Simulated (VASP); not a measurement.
# Quasiparticle energies of BAs in VASP, part 5 of 5

How does the gap of BAs change from the starting functional to GW? The cell is of the zinc-blende type, one of the forms listed for this formula. The start is a cell from a database of measured crystal structures.

VASP 6.6.1, plane waves and PAW; the level of theory is named at each step.

So far, quasiparticle gap on the mesh (eV): step 4 (evGW0) 2.00. Also gap on the k-mesh (eV): step 2 (ground state) 1.26.

## (6) Orbitals for another starting point

This step: PBE; plane waves and PAW (B_GW, As_GW) (VASP 6.6.1).

A hybrid converges faster from good orbitals, so a cheap PBE run writes WAVECAR first.

The input, INCAR:

```
SYSTEM = BAs
PREC = Accurate
ENCUT = 340
EDIFF = 1E-05
NELM = 100
ISMEAR = 0
SIGMA = 0.01
LREAL = .FALSE.
ALGO = Normal
GGA = PE
NBANDS = 10
LORBIT = 11
LWAVE = .TRUE.
LCHARG = .FALSE.
KPAR = 8
```

The input, POSCAR:

```
BAs
1.0
    0.0000000000      2.3885000000      2.3885000000
    2.3885000000      0.0000000000      2.3885000000
    2.3885000000      2.3885000000      0.0000000000
B As
1 1
Direct
    0.0000000000      0.0000000000      0.0000000000
    0.2500000000      0.2500000000      0.2500000000
```

The input, KPOINTS:

```
Automatic mesh
0
Gamma
6 6 6
0 0 0
```

Potentials, in the order of the species: B_GW and As_GW (PBE family, release 64).

Command:

```bash
$ mpirun -np 8 vasp_std
```

Output:

```text
[banner, memory and clock lines left out]
running    8 mpi-ranks, on    1 nodes
 distrk:  each k-point on    1 cores,    8 groups
 distr:  one band on    1 cores,    1 groups

 POSCAR found type information on POSCAR B As
 POSCAR found :  2 types and       2 ions
 [... a notice as in an earlier step ...]

 LDA part: xc-table for (Slater+PW92), standard interpolation
 POSCAR, INCAR and KPOINTS ok, starting setup
 FFT: planning ... GRIDC
 FFT: planning ... GRID_SOFT
 FFT: planning ... GRID
 WAVECAR not read
 entering main loop
       N       E                     dE             d eps       ncg     rms          rms(c)
[... 10 cycles as in an earlier step ...]
DAV:  11    -0.113813014036E+02    0.85460E-06   -0.69611E-06   268   0.156E-02
   1 F= -.11381301E+02 E0= -.11381301E+02  d E =-.890394E-57
 writing wavefunctions
```

Wall time 2 s (8 MPI ranks of AMD EPYC 7R43, shared host); peak memory 0.73 GiB; 10 s of CPU time.

Parts of OUTCAR (step 6):

```text
   NELECT =       8.0000    total number of electrons

 E-fermi :   6.2844

 k-point     1 :       0.0000    0.0000    0.0000
  band No.  band energies     occupation
      1      -9.2369      2.00000
      2       6.1739      2.00000
      3       6.1739      2.00000
      4       6.1739      2.00000
      5       9.4403      0.00000
      6       9.4403      0.00000
      7       9.4403      0.00000
      8      10.8286      0.00000
      9      15.7362      0.00000
    ...

  Total        0.5006803      0.5006803      0.5006803     -0.0000000      0.0000000      0.0000000
  in kB       29.4350912     29.4350912     29.4350912     -0.0000000      0.0000000      0.0000000
  external PRESSURE =      29.4350912 kB  Pullay stress =       0.0000000 kB

  FREE ENERGIE OF THE ION-ELECTRON SYSTEM (eV)
  ---------------------------------------------------
  free  energy   TOTEN  =       -11.3813014036 eV

  energy  without entropy=      -11.3813014036  energy(sigma->0) =      -11.38130140

[... 10 parts as in an earlier step ...]

[... 8 further parts left out ...]
```

Numbers from this step:

```yaml
fermi_energy: 6.284 eV
pressure: 2.944 GPa
```

The run ends at a pressure of 2.94 GPa.

## (7) Another starting point

This step: HSE06; plane waves and PAW (B_GW, As_GW) (VASP 6.6.1).

To see how much the result owes to its start, the ground state is made again with HSE06. A small SIGMA keeps every occupation at zero or full.

The input, INCAR:

```
SYSTEM = BAs
PREC = Accurate
ENCUT = 340
EDIFF = 1E-08
NELM = 100
ISMEAR = 0
SIGMA = 0.01
LREAL = .FALSE.
ALGO = Normal
LHFCALC = .TRUE.
AEXX = 0.25
GGA = PE
HFSCREEN = 0.2
LASPH = .TRUE.
NBANDS = 10
PRECFOCK = Fast
LORBIT = 11
LWAVE = .TRUE.
LCHARG = .FALSE.
KPAR = 8
```

POSCAR is that of step 6.

KPOINTS is that of step 6.

The run starts from files that an earlier step left in the folder.

Command:

```bash
$ mpirun -np 8 vasp_std
```

Output:

```text
[banner, memory and clock lines left out]
running    8 mpi-ranks, on    1 nodes
 distrk:  each k-point on    1 cores,    8 groups
 distr:  one band on    1 cores,    1 groups

 POSCAR found type information on POSCAR B As
 POSCAR found :  2 types and       2 ions
 [... a notice as in an earlier step ...]

 LDA part: xc-table for (Slater+PW92), standard interpolation
 found WAVECAR, reading the header
 POSCAR, INCAR and KPOINTS ok, starting setup
 FFT: planning ... GRIDC
 FFT: planning ... GRID_SOFT
 FFT: planning ... GRID
 reading WAVECAR
 the WAVECAR file was read successfully
 initial charge from wavefunction
 entering main loop
       N       E                     dE             d eps       ncg     rms          rms(c)
DAV:   1    -0.132350098236E+02   -0.13235E+02   -0.32998E-01   442   0.433E+00    0.291E-01
DAV:   2    -0.132364558652E+02   -0.14460E-02   -0.56987E-03   372   0.524E-01    0.187E-01
DAV:   3    -0.132359666076E+02    0.48926E-03   -0.91622E-04   440   0.194E-01    0.108E-01
DAV:   4    -0.132358315905E+02    0.13502E-03   -0.11937E-04   484   0.808E-02    0.638E-02
DAV:   5    -0.132357773083E+02    0.54282E-04   -0.18468E-05   374   0.323E-02    0.382E-02
DAV:   6    -0.132357591172E+02    0.18191E-04   -0.11056E-05   430   0.191E-02    0.227E-02
DAV:   7    -0.132357538927E+02    0.52244E-05   -0.29753E-06   418   0.112E-02    0.136E-02
DAV:   8    -0.132357525321E+02    0.13606E-05   -0.75550E-07   474   0.666E-03    0.807E-03
DAV:   9    -0.132357523206E+02    0.21152E-06   -0.23514E-07   442   0.401E-03    0.477E-03
DAV:  10    -0.132357522773E+02    0.43315E-07   -0.80196E-08   470   0.227E-03    0.281E-03
DAV:  11    -0.132357523150E+02   -0.37747E-07   -0.25226E-08   360   0.125E-03    0.167E-03
DAV:  12    -0.132357523584E+02   -0.43400E-07   -0.83503E-09   214   0.722E-04    0.996E-04
DAV:  13    -0.132357524022E+02   -0.43828E-07   -0.51561E-09   214   0.537E-04    0.588E-04
DAV:  14    -0.132357524300E+02   -0.27762E-07   -0.17715E-09   208   0.307E-04    0.350E-04
DAV:  15    -0.132357524471E+02   -0.17118E-07   -0.93070E-10   202   0.220E-04    0.206E-04
DAV:  16    -0.132357524582E+02   -0.11126E-07   -0.42873E-10   202   0.164E-04    0.122E-04
DAV:  17    -0.132357524651E+02   -0.68368E-08   -0.21232E-10   196   0.109E-04
   1 F= -.13235752E+02 E0= -.13235752E+02  d E =-.199229E-13
 writing wavefunctions
```

Elapsed: 56 s, on 8 MPI ranks; peak memory 1.5 GiB.

From OUTCAR (step 7):

```text
   k-points           NKPTS =     16   k-points in BZ     NKDIM =    216   number of bands    NBANDS=     10

   NELECT =       8.0000    total number of electrons

  exchange ACFDT corr.  =         0.00000000  see jH, gK, PRB 81, 115126

 E-fermi :   5.7963

 k-point     1 :       0.0000    0.0000    0.0000
  band No.  band energies     occupation
      1     -11.1953      2.00000
      2       5.7493      2.00000
      3       5.7493      2.00000
      4       5.7493      2.00000
      5       9.8779      0.00000
      6       9.8779      0.00000
      7       9.8779      0.00000
      8      11.5870      0.00000
      9      16.3564      0.00000
    ...

 POSITION                                       TOTAL-FORCE (eV/Angst)
 -----------------------------------------------------------------------------------
      0.00000      0.00000      0.00000        -0.000000      0.000000      0.000000
      1.19425      1.19425      1.19425         0.000000     -0.000000     -0.000000
 -----------------------------------------------------------------------------------
    total drift:                               -0.000002      0.000002     -0.000000

  FREE ENERGIE OF THE ION-ELECTRON SYSTEM (eV)
  ---------------------------------------------------
  free  energy   TOTEN  =       -13.2357524651 eV

  energy  without entropy=      -13.2357524651  energy(sigma->0) =      -13.23575247

[... 7 parts as in an earlier step ...]

[... 9 further parts left out ...]
```

The PAW data sets were made with PBE, which is usual practice but a small mismatch for other functionals.

Numbers from this step:

* free energy (TOTEN): -13.24 eV
* Fermi energy: 5.796 eV
* gap on the k-mesh: 1.951 eV
* least direct gap on the k-mesh: 4.129 eV

## (8) Empty bands, functional HSE06

The next step needs empty bands that the ground-state run didn't converge, so the Hamiltonian is diagonalised exactly for NBANDS bands, in a single step. LOPTICS writes the k-derivatives of the orbitals (WAVEDER), which give the long-wavelength limit of the screening.

The input, INCAR:

```
SYSTEM = BAs
PREC = Accurate
ENCUT = 340
ISMEAR = 0
SIGMA = 0.01
LREAL = .FALSE.
LHFCALC = .TRUE.
AEXX = 0.25
GGA = PE
HFSCREEN = 0.2
LASPH = .TRUE.
NBANDS = 176
PRECFOCK = Fast
ALGO = Exact
NELM = 1
LWAVE = .TRUE.
LCHARG = .FALSE.
LOPTICS = .TRUE.
NEDOS = 1000
CSHIFT = 0.1
```

POSCAR is that of step 7.

KPOINTS is that of step 7.

The WAVECAR or CHGCAR of an earlier step is read.

Command:

```bash
$ mpirun -np 8 vasp_std
```

Output:

```text
[... set-up lines as in an earlier step ...]
 entering main loop
       N       E                     dE             d eps       ncg     rms          rms(c)
DIA:   1    -0.132357524746E+02   -0.13236E+02    0.00000E+00     0   0.000E+00
   1 F= -.13235752E+02 E0= -.13235752E+02  d E =-.680978E-29
 writing wavefunctions
 optical routines
 imaginary and real dielectric function
 recalculating local potential from charge density
 direction            1
 direction            2
 direction            3
```

Run time: 2.9 min. Hardware: 8 MPI ranks; peak memory 1.6 GiB.

OUTCAR, selected parts (step 8):

```text
 POSITION                                       TOTAL-FORCE (eV/Angst)
 -----------------------------------------------------------------------------------
      0.00000      0.00000      0.00000        -0.000000     -0.000000     -0.000000
      1.19425      1.19425      1.19425         0.000000      0.000000      0.000000
 -----------------------------------------------------------------------------------
    total drift:                               -0.000002      0.000002     -0.000000

  FREE ENERGIE OF THE ION-ELECTRON SYSTEM (eV)
  ---------------------------------------------------
  free  energy   TOTEN  =       -13.2357524746 eV

  energy  without entropy=      -13.2357524746  energy(sigma->0) =      -13.23575247

[... 2 parts as in an earlier step ...]

[... 1 further part left out ...]
[key lines of the parts left out:]
E-fermi :   5.8253
```

## (9) G0W0

This step: G0W0 on HSE06; plane waves and PAW (B_GW, As_GW) (VASP 6.6.1).

One pass of GW corrects the levels to first order, with G and W from the starting orbitals.

The input, INCAR:

```
SYSTEM = BAs
PREC = Accurate
ENCUT = 340
ISMEAR = 0
SIGMA = 0.01
LREAL = .FALSE.
LHFCALC = .TRUE.
AEXX = 0.25
GGA = PE
HFSCREEN = 0.2
LASPH = .TRUE.
NBANDS = 176
PRECFOCK = Fast
ALGO = EVGW0
NELMGW = 1
ENCUTGW = 200
NOMEGA = 48
NBANDSGW = 16
LWAVE = .FALSE.
LCHARG = .FALSE.
```

POSCAR is that of step 8.

KPOINTS is that of step 8.

The WAVECAR or CHGCAR of an earlier step is read.

Command:

```bash
$ mpirun -np 8 vasp_std
```

Output:

```text
[banner, memory and clock lines left out]
running    8 mpi-ranks, on    1 nodes
 distrk:  each k-point on    8 cores,    1 groups
 distr:  one band on    1 cores,    8 groups

 POSCAR found type information on POSCAR B As
 POSCAR found :  2 types and       2 ions
 [... a notice as in an earlier step ...]

 [... a notice as in an earlier step ...]

 LDA part: xc-table for (Slater+PW92), standard interpolation
 found WAVECAR, reading the header
 POSCAR, INCAR and KPOINTS ok, starting setup
 FFT: planning ... GRIDC
 FFT: planning ... GRID_SOFT
 FFT: planning ... GRID
 reading WAVECAR
 the WAVECAR file was read successfully
 initial charge from wavefunction
 available memory per node:     91.28 GB, setting MAXMEM to     93475

 The Fermi energy was updated, please check that it is located mid-gap
 values below the HOMO (VB) or above the LUMO (CB) will cause erroneous energies
 E-fermi :   6.7247

 calculate exact exchange contribution
 the WAVEDER file was read successfully
energies w=
    0.000    0.000    0.829    0.000    1.655    0.000    2.473    0.000
    3.283    0.000    4.081    0.000    4.866    0.000    5.637    0.000
    6.394    0.000    7.137    0.000    7.866    0.000    8.584    0.000
    9.291    0.000    9.990    0.000   10.682    0.000   11.371    0.000
   12.058    0.000   12.747    0.000   13.441    0.000   14.142    0.000
   14.854    0.000   15.581    0.000   16.328    0.000   17.099    0.000
   17.899    0.000   18.735    0.000   19.613    0.000   20.543    0.000
   21.533    0.000   22.597    0.000   23.746    0.000   25.000    0.000
   26.380    0.000   27.912    0.000   29.632    0.000   31.584    0.000
   33.827    0.000   36.441    0.000   39.536    0.000   43.267    0.000
   47.862    0.000   53.665    0.000   61.229    0.000   71.496    0.000
   86.210    0.000  109.005    0.000  148.917    0.000  236.371    0.000
 responsefunction array rank=     192
 LDA part: xc-table for (Slater+PW92), standard interpolation

 min. memory requirement per mpi rank    151.3 MB, per node   1210.4 MB

 allocating   6 responsefunctions rank=   192
 shmem allocating  48 responsefunctions rank=   192
 response function shared by NCSHMEM nodes    1
 Doing            6  frequencies on each core in blocks of           48
NQ=   1    0.0000    0.0000    0.0000,
|.........|.........|.........|.........|.........|.........|.........|.........
 performed        387000 updates of chi_q(r,r)
 total number of BLAS operations         88.50 Gflops
NQ=   2    0.1667    0.0000    0.0000,
|.........|.........|.........|.........|.........|.........|.........|.........
 performed       1157000 updates of chi_q(r,r)
 total number of BLAS operations        270.81 Gflops
NQ=   3    0.3333    0.0000    0.0000,
|.........|.........|.........|.........|.........|.........|.........|.........
 performed       1927000 updates of chi_q(r,r)
 total number of BLAS operations        451.00 Gflops
NQ=   4    0.5000    0.0000    0.0000,
|.........|.........|.........|.........|.........|.........|.........|.........
 performed       2562000 updates of chi_q(r,r)
 total number of BLAS operations        594.41 Gflops
NQ=   5    0.1667    0.1667    0.0000,
|.........|.........|.........|.........|.........|.........|.........|.........
 performed       3332000 updates of chi_q(r,r)
 total number of BLAS operations        770.42 Gflops
NQ=   6    0.3333    0.1667    0.0000,
|.........|.........|.........|.........|.........|.........|.........|.........
 performed       4586000 updates of chi_q(r,r)
 total number of BLAS operations       1088.44 Gflops
NQ=   7    0.5000    0.1667    0.0000,
|.........|.........|.........|.........|.........|.........|.........|.........
 performed       5840000 updates of chi_q(r,r)
 total number of BLAS operations       1406.46 Gflops
NQ=   8   -0.3333    0.1667    0.0000,
|.........|.........|.........|.........|.........|.........|.........|.........
 performed       7094000 updates of chi_q(r,r)
 total number of BLAS operations       1706.86 Gflops
NQ=   9   -0.1667    0.1667    0.0000,
|.........|.........|.........|.........|.........|.........|.........|.........
 performed       8168000 updates of chi_q(r,r)
 total number of BLAS operations       1961.15 Gflops
NQ=  10    0.3333    0.3333    0.0000,
|.........|.........|.........|.........|.........|.........|.........|.........
 performed       8938000 updates of chi_q(r,r)
 total number of BLAS operations       2147.73 Gflops
NQ=  11    0.5000    0.3333    0.0000,
|.........|.........|.........|.........|.........|.........|.........|.........
 performed      10192000 updates of chi_q(r,r)
 total number of BLAS operations       2465.75 Gflops
NQ=  12   -0.3333    0.3333    0.0000,
|.........|.........|.........|.........|.........|.........|.........|.........
 performed      11266000 updates of chi_q(r,r)
 total number of BLAS operations       2732.00 Gflops
NQ=  13    0.5000    0.5000    0.0000,
|.........|.........|.........|.........|.........|.........|.........|.........
 performed      11822000 updates of chi_q(r,r)
 total number of BLAS operations       2892.65 Gflops
NQ=  14    0.5000    0.3333    0.1667,
|.........|.........|.........|.........|.........|.........|.........|.........
 performed      13245000 updates of chi_q(r,r)
 total number of BLAS operations       3253.50 Gflops
NQ=  15   -0.3333    0.3333    0.1667,
|.........|.........|.........|.........|.........|.........|.........|.........
 performed      14578000 updates of chi_q(r,r)
 total number of BLAS operations       3599.15 Gflops
NQ=  16   -0.3333    0.5000    0.1667,
|.........|.........|.........|.........|.........|.........|.........|.........
 performed      15658000 updates of chi_q(r,r)
 total number of BLAS operations       3854.77 Gflops
 resolving degeneracies of screened two electron integrals

 calculate QP shifts <psi_nk| G(iteration)W_0 |psi_nk>: iteration 1
 entering main loop
```

Elapsed: 1.9 min, on 8 MPI ranks; peak memory 2.3 GiB; 15 min of CPU time.

Parts of OUTCAR (step 9):

```text
   NELECT =       8.0000    total number of electrons

 E-fermi :   6.7247

 QP shifts <psi_nk| G(iteration)W_0 |psi_nk>: iteration 1
 for sc-GW calculations column KS-energies equals QP-energies in previous step
 and V_xc(KS)=  KS-energies - (<T + V_ion + V_H > + <T+V_H+V_ion>^1  + <V_x>^1)
 k-point   1 :       0.0000    0.0000    0.0000
  band No.  KS-energies  QP-energies   sigma(KS)   V_xc(KS)     V^pw_x(r,r')   Z            occupation Imag(sigma)
      1     -11.1953     -10.7718     -13.0121     -13.6001     -19.5994       0.7201       2.0000       1.1879
      2       5.7493       5.3954     -13.4022     -12.9649     -14.1280       0.8093       2.0000       0.0464
      3       5.7493       5.3954     -13.4022     -12.9649     -14.1280       0.8093       2.0000       0.0464
      4       5.7493       5.3954     -13.4022     -12.9649     -14.1280       0.8093       2.0000       0.0464
      5       9.8779       9.8644     -10.9001     -10.8833      -6.6496       0.8052       0.0000      -0.0804
      6       9.8779       9.8644     -10.9001     -10.8833      -6.6496       0.8052       0.0000      -0.0804
      7       9.8779       9.8644     -10.9001     -10.8833      -6.6496       0.8052       0.0000      -0.0804
      8      11.5870      11.5849     -11.7407     -11.7380      -6.4932       0.7818       0.0000      -0.1154
    ...

 k-point   2 :       0.1667    0.0000    0.0000
  band No.  KS-energies  QP-energies   sigma(KS)   V_xc(KS)     V^pw_x(r,r')   Z            occupation Imag(sigma)
      1     -10.6962     -10.2832     -13.0253     -13.5929     -19.4583       0.7278       2.0000       1.1366
      2       2.5538       2.2933     -13.0203     -12.6920     -14.6613       0.7935       2.0000       0.0687
      3       5.0257       4.6985     -13.2496     -12.8440     -14.1547       0.8069       2.0000       0.0485
      4       5.0257       4.6985     -13.2496     -12.8440     -14.1547       0.8069       2.0000       0.0485
      5       9.9412       9.9051     -11.0540     -11.0090      -6.6064       0.8014       0.0000      -0.0880
      6      10.8274      10.7794     -11.0166     -10.9565      -6.4933       0.7984       0.0000      -0.0898
      7      10.8274      10.7794     -11.0166     -10.9565      -6.4933       0.7984       0.0000      -0.0898
      8      13.6032      13.4512     -11.5129     -11.3159      -5.8712       0.7713       0.0000      -0.1518
    ...

[... 8 parts as in an earlier step ...]

[... 8 further parts left out ...]
```

This step gave:

| Quantity | Value |
| --- | --- |
| quasiparticle gap on the mesh | 2.203 eV |
| smallest direct quasiparticle gap on the mesh | 4.469 eV |
| gap of the starting orbitals on the mesh | 1.951 eV |

GW takes the gap from 1.951 to 2.203 eV. That is +294 meV against the one-shot pass on PBE. Spin-orbit coupling is left out. The value holds for 176 bands, ENCUTGW = 200 eV and this mesh, and isn't shown to be converged in them.

## (10) Summary

This step: GW series: evGW0 on PBE, G0W0 on HSE06; plane waves and PAW (VASP 6.6.1).

Derived from the runs above.

Cost is wall time times ranks on a shared host, with the step that makes the empty bands. GW runs:

| level | bands | ENCUTGW (eV) | NOMEGA | k mesh | starting gap (eV) | quasiparticle gap (eV) | direct gap (eV) | cost (core minutes) |
| --- | --- | --- | --- | --- | --- | --- | --- | --- |
| evGW0 on PBE | 176 | 200 | 48 | 6x6x6 | 1.265 | 2.002 | 4.236 | 61.08 |
| G0W0 on HSE06 | 176 | 200 | 48 | 6x6x6 | 1.951 | 2.203 | 4.469 | 38.41 |

## (11) Results

- evGW0 on PBE, 176 bands, ENCUTGW 200 eV, NOMEGA 48, mesh 6×6×6: 1.265 → 2.002 eV
- G0W0 on HSE06, 176 bands, ENCUTGW 200 eV, NOMEGA 48, mesh 6×6×6: 1.951 → 2.203 eV

What this shows: evGW0 gives a quasiparticle gap of 2.002 eV on the mesh, 0.74 eV over the PBE gap on the same mesh. On this mesh the starting valence top lies at Γ and the conduction bottom at (0.333, 0.333, 0), so the starting gap is indirect. Over the final values of the levels run here the gap spans 2.00 to 2.20 eV. In evGW0 the first pass, which is the one-shot result, gives 1.909 eV and pass 4 gives 2.002 eV; the last pass changed the gap by +2 meV, so the loop is converged. One-shot gaps: 1.909 eV from PBE and 2.203 eV from HSE06. The starting gaps span 0.69 eV and the one-shot gaps 0.29 eV. Bands, response cutoff and mesh weren't tested for convergence, and band edges off the mesh aren't seen. The gap at QPGW0 was not obtained, because its table couldn't be read. Spin-orbit coupling is left out; with As in the cell it can split or shift band edges, by an amount that depends on which atoms form them and isn't tested here. Not tabulated here, as repeats of values shown or as unfit to read for their mesh, reference level or band range: eps2 curves (empty bands); eps1 curves and static values (empty bands); gaps (empty bands).

[Lines on the potential files, build, host, timing and source positions are cut from VASP's logs without a mark.]

[Logs are printed without paths, hosts, clocks, repeated set-up lines and the standing remarks that a program may print on its own settings, such as how far it seeks lower states.]

[Hosts, paths, dates, database ids (printed as entryN), source tags and the programs' standing remarks are cut or masked in the printed files.]

[Pressures printed for these runs are not shown converged in the cutoff: they can be off by several GPa and have the wrong sign.]
